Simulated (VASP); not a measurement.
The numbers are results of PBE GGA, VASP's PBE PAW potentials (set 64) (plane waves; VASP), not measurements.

VASP input:

KPOINTS:
```
Automatic mesh
0
Gamma
10 10 5
0 0 0
```

**POSCAR**
```
LaB
1
    3.8880476377     0.0000000000     0.0000000000
   -1.9440238188     3.3671481014     0.0000000000
    0.0000000000     0.0000000000     6.8056349679
La B
2 2
Direct
  0.0000000000   0.0000000000   0.0000000000
  0.0000000000   0.0000000000   0.5000000000
  0.3333330000   0.6666670000   0.2500000000
  0.6666670000   0.3333330000   0.7500000000
```

**INCAR**
```
! general
SYSTEM   =  LaB
PREC     =  Accurate
ENCUT    =  520
LREAL    =  F
LASPH    =  T

! electronic loop
EDIFF    =  1E-7
NELM     =  100
ALGO     =  Normal
LMAXMIX  =  6

! smearing
ISMEAR   =  -5

! functional
GGA      =  PE

! ions
ISIF     =  2

! output
LWAVE    =  F
LCHARG   =  T
LORBIT   =  11
NEDOS    =  601

! other
LEFG     =  T
```

POTCAR, in this order: La B (PBE.64 set). Program: vasp_std.

Question: What will the output report for the number of irreducible k-points (NKPTS), number of bands (NBANDS), largest plane-wave count, number of space-group operations, FFT grid (NGX, NGY, NGZ)?

Answer: 
The number of irreducible k-points (NKPTS) comes out as 42, the number of bands (NBANDS) is 18 and the largest plane-wave count comes out as 2426. The number of space-group operations comes out as 24 and the FFT grid (NGX, NGY, NGZ) is 30 × 30 × 54.

The structure was generated: LaB was put into the NiAs type type (P6_3/mmc), which need not be its known phase. It was relaxed first, which changed the volume by -26 %.
